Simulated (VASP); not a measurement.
OSZICAR of a VASP run on PdIn (CsCl type):

OSZICAR:
```
       N       E                     dE             d eps       ncg     rms          rms(c)
DAV:   1     0.156589774173E+03    0.15659E+03   -0.11265E+04  1718   0.199E+03
DAV:   2    -0.399990444031E+01   -0.16059E+03   -0.15693E+03  1729   0.398E+02
DAV:   3    -0.109540566564E+02   -0.69542E+01   -0.68873E+01  2177   0.914E+01
DAV:   4    -0.110707894660E+02   -0.11673E+00   -0.11672E+00  1952   0.110E+01
DAV:   5    -0.110768189680E+02   -0.60295E-02   -0.60295E-02  2581   0.228E+00    0.770E+00
DAV:   6    -0.108613029445E+02    0.21552E+00   -0.55370E-01  1925   0.109E+01    0.356E+00
DAV:   7    -0.108147662994E+02    0.46537E-01   -0.84965E-02  2304   0.589E+00    0.161E+00
DAV:   8    -0.108046645942E+02    0.10102E-01   -0.22531E-02  2009   0.147E+00    0.439E-01
DAV:   9    -0.108035190267E+02    0.11456E-02   -0.20165E-03  2177   0.865E-01    0.813E-02
DAV:  10    -0.108034891012E+02    0.29925E-04   -0.55881E-05  2343   0.133E-01    0.377E-02
DAV:  11    -0.108034874649E+02    0.16363E-05   -0.46595E-06  1896   0.233E-02    0.855E-03
DAV:  12    -0.108034874549E+02    0.10014E-07   -0.21103E-07  1092   0.569E-03
   1 F= -.97636015E+01 E0= -.97632189E+01  d E =-.976360E+01
       N       E                     dE             d eps       ncg     rms          rms(c)
DAV:   1    -0.124518713762E+02   -0.16484E+01   -0.35455E+01  1813   0.102E+02    0.107E+01
DAV:   2    -0.108758634732E+02    0.15760E+01   -0.65558E+00  1750   0.385E+01    0.261E+00
DAV:   3    -0.107260790067E+02    0.14978E+00   -0.46942E-01  2294   0.157E+01    0.145E+00
DAV:   4    -0.107045497424E+02    0.21529E-01   -0.48814E-02  2503   0.401E+00    0.143E+00
DAV:   5    -0.107016801724E+02    0.28696E-02   -0.11650E-02  1951   0.798E-01    0.647E-01
DAV:   6    -0.107009184867E+02    0.76169E-03   -0.11915E-03  1932   0.524E-01    0.156E-01
DAV:   7    -0.107009227547E+02   -0.42680E-05   -0.96038E-05  2228   0.146E-01    0.712E-02
DAV:   8    -0.107009164298E+02    0.63248E-05   -0.16866E-05  2142   0.548E-02    0.990E-03
DAV:   9    -0.107009164407E+02   -0.10868E-07   -0.21920E-07   987   0.510E-03
   2 F= -.97383699E+01 E0= -.97380780E+01  d E =0.252316E-01
       N       E                     dE             d eps       ncg     rms          rms(c)
DAV:   1    -0.114122434691E+02   -0.71133E+00   -0.13938E+01  1841   0.732E+01    0.528E+00
DAV:   2    -0.108566109229E+02    0.55563E+00   -0.21694E+00  1750   0.211E+01    0.185E+00
DAV:   3    -0.108003904201E+02    0.56221E-01   -0.15113E-01  2258   0.830E+00    0.816E-01
DAV:   4    -0.107899798279E+02    0.10411E-01   -0.26548E-02  2519   0.322E+00    0.681E-01
DAV:   5    -0.107893298616E+02    0.64997E-03   -0.10976E-03  2031   0.394E-01    0.384E-01
DAV:   6    -0.107889388185E+02    0.39104E-03   -0.55946E-04  2161   0.262E-01    0.511E-02
DAV:   7    -0.107889446481E+02   -0.58295E-05   -0.21601E-05  2306   0.487E-02    0.261E-02
DAV:   8    -0.107889445110E+02    0.13711E-06   -0.58963E-07  1295   0.157E-02
   3 F= -.97799112E+01 E0= -.97795353E+01  d E =-.163097E-01
```

Problem. Which electronic solver shows in the log?

Solution. It is blocked Davidson (ALGO = Normal, or the opening steps of other solvers). The INCAR had ALGO = Normal.

Problem. Can the final energy be trusted as converged?

Solution. The calculation finished and met its thresholds. It stopped with EDIFF = 1E-6, NELM = 100, NSW = 40 and EDIFFG = -0.02 after 3 ionic steps (LDA (Ceperley-Alder, Perdew-Zunger), plane waves, VASP's LDA PAW potentials (set 64)). Energy and stress use the plane-wave basis of the starting cell.

The compound is PdIn in the CsCl type structure. This run relaxes it under an external pressure of 5 GPa. Symmetry was kept, so distortions that lower it aren't found. The electron count is odd and the run is not spin-polarised, which forces a metal.
